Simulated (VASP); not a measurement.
Level of theory: HSE06 screened hybrid, VASP's PBE PAW potentials (set 64) (plane waves; VASP 6.6.1).

Input for VASP

### KPOINTS
```
Automatic mesh
0
Gamma
1 1 1
0 0 0
```

INCAR:
```
# general
SYSTEM    =  FeSi64
PREC      =  Normal
ENCUT     =  400   # plane-wave cut-off (eV)
LREAL     =  Auto
LASPH     =  .True.
ISYM      =  0
NELECT    =  263.0

# electronic loop
EDIFF     =  1E-5
NELM      =  50   # most electronic steps
NELMIN    =  4
ALGO      =  Normal
LMAXMIX   =  4   # l cut-off of mixed one-centre charges

# smearing
ISMEAR    =  0   # Gaussian
SIGMA     =  0.05

# functional
GGA       =  PE   # PBE
LHFCALC   =  .True.
AEXX      =  0.25
HFSCREEN  =  0.2   # 1/Angstrom
PRECFOCK  =  Fast

# spin
ISPIN     =  2   # spin-polarised
MAGMOM    =  64*0.0 3.0

# ions
ISIF      =  0

# output
LWAVE     =  .False.
LCHARG    =  .False.
LORBIT    =  10
```

File POSCAR:
```
FeSi64
1
   10.9370747004     0.0000000000     0.0000000000
    0.0000000000    10.9370747004     0.0000000000
    0.0000000000     0.0000000000    10.9370747004
Si Fe
64 1
Direct
  0.4993443405   0.9990709922   0.0008404038
  0.6247826018   0.1260756546   0.1228654818
  0.7513554306   0.2510696611   0.0000157335
  0.8753108685   0.3752647989   0.1263982128
  0.7488755992   0.0006757696   0.2502724859
  0.8749195724   0.1246568725   0.3748858557
  0.0001273400   0.9994434212   0.0003858049
  0.1242959124   0.1250016280   0.1246030223
  0.2507304228   0.2490876420   0.0015205683
  0.3738615857   0.3760087349   0.1256493865
  0.5006856946   0.4991908887   0.0016218961
  0.6249473829   0.6258346113   0.1243599627
  0.7503895229   0.7500433921   0.0001029908
  0.8740494321   0.8759456055   0.1251784316
  0.2493864939   0.0000212200   0.2496600448
  0.3752547125   0.1220547935   0.3753393026
  0.5021075284   0.2474805901   0.2512079552
  0.6275638979   0.3748748274   0.3755021871
  0.7494247332   0.5005030797   0.2494592314
  0.8750193358   0.6235348055   0.3751058111
  0.5010877482   0.9987937436   0.5013747456
  0.6248497820   0.1251187623   0.6250474782
  0.7508522619   0.2487662035   0.5010970997
  0.8747019832   0.3753885639   0.6252607469
  0.7497203603   0.0001920437   0.7499676333
  0.8748727410   0.1245696562   0.8749434906
  0.9996565063   0.4987639818   0.9999608918
  0.1213356031   0.6296866473   0.1214181391
  0.2518805171   0.7508197214   0.9993451477
  0.3751657780   0.8746244156   0.1266226558
  0.0012352324   0.2491338859   0.2509440245
  0.1253164709   0.3761840183   0.3739146773
  0.2454122974   0.5038519174   0.2455810560
  0.3740308027   0.6232513211   0.3744970124
  0.5002813938   0.7477751336   0.2512724875
  0.6248353868   0.8747958175   0.3747774098
  0.0005998022   0.9991264855   0.4995761334
  0.1228308596   0.1260990052   0.6247960237
  0.2509829960   0.2476400189   0.5020819396
  0.3752686159   0.3748152664   0.6278435287
  0.5032944866   0.4988256455   0.5036206130
  0.6249285592   0.6282161655   0.6250582165
  0.7514940478   0.7500950341   0.4992694846
  0.8749948988   0.8756287076   0.6254208773
  0.2499910879   0.0006788986   0.7490949104
  0.3745623337   0.1245125104   0.8751960512
  0.5007790852   0.2485856451   0.7510939382
  0.6248797368   0.3754088771   0.8748413849
  0.7491896234   0.4999382320   0.7494378037
  0.8741982909   0.6251200262   0.8744312934
  0.9991563415   0.7506028118   0.2520929029
  0.1262435610   0.8745794761   0.3753958542
  0.0013012028   0.4991789400   0.5008750847
  0.1241788624   0.6256241200   0.6252575200
  0.2508293234   0.7478490980   0.5006548866
  0.3744421906   0.8746949824   0.6251552132
  0.0000188181   0.2509363842   0.7514514278
  0.1260154036   0.3751482349   0.8756914373
  0.2492502823   0.5003084487   0.7498632208
  0.3747545462   0.6234620393   0.8753571096
  0.4989134026   0.7498170732   0.7516262529
  0.6250583230   0.8754899495   0.8751141989
  0.9999434928   0.7499063517   0.7505665978
  0.1248511440   0.8759631781   0.8742463665
  0.3722424084   0.3789605719   0.3724242632
```

POTCAR, in this order: Si Fe (PBE.64 set). Program: vasp_gam. Read from the step before: WAVECAR.

The resulting files:

OSZICAR:
```
       N       E                     dE             d eps       ncg     rms          rms(c)
DAV:   1    -0.412797069342E+03   -0.41280E+03   -0.13238E+01   868   0.108E+01    0.196E+01
DAV:   2    -0.413166885919E+03   -0.36982E+00   -0.95752E-01   968   0.432E+00    0.132E+01
DAV:   3    -0.413258144502E+03   -0.91259E-01   -0.12495E+00   836   0.836E+00    0.878E+00
DAV:   4    -0.413281107286E+03   -0.22963E-01   -0.62286E-01   840   0.647E+00    0.612E+00
DAV:   5    -0.413284295240E+03   -0.31880E-02   -0.30167E-01   850   0.503E+00    0.466E+00
DAV:   6    -0.413295628924E+03   -0.11334E-01   -0.11073E-01   952   0.221E+00    0.319E+00
DAV:   7    -0.413302913021E+03   -0.72841E-02   -0.21881E-02   994   0.574E-01    0.193E+00
DAV:   8    -0.413305705260E+03   -0.27922E-02   -0.88211E-03   984   0.366E-01    0.111E+00
DAV:   9    -0.413306818415E+03   -0.11132E-02   -0.40155E-03   868   0.360E-01    0.585E-01
DAV:  10    -0.413307238286E+03   -0.41987E-03   -0.14628E-03   908   0.188E-01    0.340E-01
DAV:  11    -0.413307391151E+03   -0.15287E-03   -0.79064E-04   994   0.960E-02    0.206E-01
DAV:  12    -0.413307421063E+03   -0.29912E-04   -0.33601E-04   884   0.933E-02    0.147E-01
DAV:  13    -0.413307412337E+03    0.87258E-05   -0.15104E-04   850   0.723E-02    0.102E-01
DAV:  14    -0.413307404487E+03    0.78506E-05   -0.70095E-05   716   0.460E-02
   1 F= -.41330740E+03 E0= -.41330740E+03  d E =-.784855E-14  mag=    -3.0000
```

**OUTCAR**
```
------------------------ aborting loop because EDIFF is reached ----------------------------------------
  volume of cell :     1308.29
      direct lattice vectors                 reciprocal lattice vectors
    10.937074700  0.000000000  0.000000000     0.091432127  0.000000000  0.000000000
     0.000000000 10.937074700  0.000000000     0.000000000  0.091432127  0.000000000
     0.000000000  0.000000000 10.937074700     0.000000000  0.000000000  0.091432127
 POSITION                                       TOTAL-FORCE (eV/Angst)
 -----------------------------------------------------------------------------------
      5.46137     10.92691      0.00919        -0.033132      0.052442     -0.080838
      6.83329      1.37890      1.34379         0.116627     -0.133077     -0.017095
      8.21763      2.74597      0.00017        -0.046796      0.044668     -0.063575
      9.57334      4.10430      1.38243         0.057756     -0.066977      0.035948
      8.19051      0.00739      2.73725        -0.038926      0.063359     -0.084507
      9.56906      1.36338      4.10015         0.059570     -0.051642      0.059214
      0.00139     10.93099      0.00422        -0.070440      0.054238     -0.069021
      1.35943      1.36715      1.36279         0.065762     -0.058435      0.063697
      2.74226      2.72429      0.01663        -0.096557      0.025916     -0.101623
      4.08895      4.11244      1.37424         0.006791     -0.015076     -0.067375
      5.47604      5.45969      0.01774        -0.016034      0.097637     -0.107574
      6.83510      6.84480      1.36013         0.047272     -0.084150      0.064127
      8.20707      8.20328      0.00113        -0.043860      0.077040     -0.059619
      9.55954      9.58028      1.36909         0.055184     -0.072179      0.070893
      2.72756      0.00023      2.73055        -0.061145      0.014540     -0.059955
      4.10419      1.33492      4.10511         0.050325     -0.256100      0.057628
      5.49159      2.70671      2.74748         0.100028     -0.084807     -0.114116
      6.86371      4.10003      4.10690         0.248275     -0.064110      0.064774
      8.19651      5.47404      2.72835         0.003143      0.062781     -0.058120
      9.57015      6.81965      4.10256         0.064828     -0.040105      0.052175
      5.48043     10.92388      5.48357        -0.045940      0.034563     -0.039533
      6.83403      1.36843      6.83619         0.049714     -0.063189      0.048950
      8.21213      2.72077      5.48054        -0.015399      0.044363     -0.032653
      9.56668      4.10565      6.83852         0.068653     -0.076503      0.042776
      8.19975      0.00210      8.20245        -0.022913      0.031583     -0.022668
      9.56855      1.36243      9.56932         0.052504     -0.040264      0.061929
     10.93332      5.45502     10.93665        -0.079750      0.108236     -0.080678
      1.32706      6.88693      1.32796         0.012250     -0.032499      0.015704
      2.75484      8.21177     10.92991        -0.100097      0.087033     -0.070848
      4.10322      9.56583      1.38488         0.045967     -0.067621      0.035425
      0.01351      2.72480      2.74459        -0.103953      0.026207     -0.095684
      1.37060      4.11435      4.08953        -0.068261     -0.024912      0.012474
      2.68409      5.51067      2.68594        -0.413661      0.395436     -0.408877
      4.09080      6.81655      4.09590         0.009149      0.055345      0.001707
      5.47161      8.17847      2.74819         0.006398      0.131049     -0.105601
      6.83387      9.56771      4.09897         0.051591     -0.069691      0.063357
      0.00656     10.92752      5.46390        -0.081112      0.051788     -0.036472
      1.34341      1.37915      6.83344        -0.015679     -0.134739      0.118638
      2.74502      2.70846      5.49131        -0.113813     -0.086854      0.103760
      4.10434      4.09938      6.86677         0.066847     -0.063004      0.249568
      5.50457      5.45569      5.50814         0.099415      0.123931      0.099424
      6.83489      6.87085      6.83631         0.108367     -0.004562      0.110106
      8.21915      8.20385      5.46055        -0.050944      0.079847     -0.032251
      9.56988      9.57682      6.84027         0.055325     -0.077559      0.038976
      2.73417      0.00743      8.19291        -0.084738      0.059113     -0.038063
      4.09662      1.36180      9.57208         0.063152     -0.052168      0.059996
      5.47706      2.71880      8.21477        -0.032696      0.050940     -0.015368
      6.83436      4.10587      9.56821         0.049250     -0.079248      0.072591
      8.19394      5.46786      8.19666        -0.054584      0.103828     -0.055281
      9.56117      6.83698      9.56372         0.059698     -0.082014      0.058507
     10.92785      8.20940      2.75716        -0.073449      0.092002     -0.100684
      1.38074      9.56534      4.10573         0.040306     -0.067695      0.042602
      0.01423      5.45956      5.47811        -0.107645      0.098439     -0.008777
      1.35815      6.84250      6.83849         0.060196     -0.082379      0.044997
      2.74334      8.17928      5.47570        -0.100830      0.122858     -0.002465
      4.09530      9.56660      6.83737         0.067629     -0.067779      0.045495
      0.00021      2.74451      8.21868        -0.072118      0.045720     -0.040701
      1.37824      4.10302      9.57750         0.042067     -0.066159      0.053771
      2.72607      5.47191      8.20131        -0.063272      0.065218     -0.007325
      4.09872      6.81885      9.57385         0.059248     -0.037081      0.066071
      5.45665      8.20081      8.22059        -0.028780      0.087071     -0.045892
      6.83631      9.57530      9.57119         0.041458     -0.073057      0.055596
     10.93646      8.20178      8.20900        -0.063061      0.085157     -0.039956
      1.36551      9.58047      9.56170         0.074365     -0.072720      0.054107
      4.07124      4.14472      4.07323         0.140478     -0.123995      0.138209
 -----------------------------------------------------------------------------------
    total drift:                                0.039989      0.014775      0.032310
  FREE ENERGIE OF THE ION-ELECTRON SYSTEM (eV)
  ---------------------------------------------------
  free  energy   TOTEN  =      -413.3074044867 eV

  energy  without entropy=     -413.3074044867  energy(sigma->0) =     -413.30740449

  exchange ACFDT corr.  =         0.00000000  see jH, gK, PRB 81, 115126

 total charge

# of ion       s       p       d       tot
------------------------------------------
    1        0.747   0.961   0.000   1.708
    2        0.750   0.955   0.000   1.705
    3        0.747   0.961   0.000   1.708
    4        0.746   0.961   0.000   1.708
    5        0.747   0.959   0.000   1.706
    6        0.747   0.961   0.000   1.708
    7        0.746   0.963   0.000   1.710
    8        0.747   0.966   0.000   1.713
    9        0.747   0.960   0.000   1.707
   10        0.743   0.959   0.000   1.702
   11        0.747   0.960   0.000   1.707
   12        0.747   0.966   0.000   1.713
   13        0.746   0.963   0.000   1.709
   14        0.747   0.959   0.000   1.706
   15        0.747   0.962   0.000   1.708
   16        0.743   0.969   0.000   1.712
   17        0.744   0.969   0.000   1.713
   18        0.742   0.969   0.000   1.712
   19        0.747   0.962   0.000   1.709
   20        0.746   0.962   0.000   1.708
   21        0.747   0.961   0.000   1.708
   22        0.747   0.967   0.000   1.713
   23        0.747   0.961   0.000   1.708
...
```
(Selected blocks of OUTCAR.)

The cell is charged, with a uniform compensating background. The supercell is sampled at Γ alone, which is coarse: total energies, pressure and levels can be off, energies of defects by several tenths of an eV.

The cell is a supercell with a defect, built from Si (diamond): Fe_i, charge +1. The cell's shape comes from a PBE relaxation.
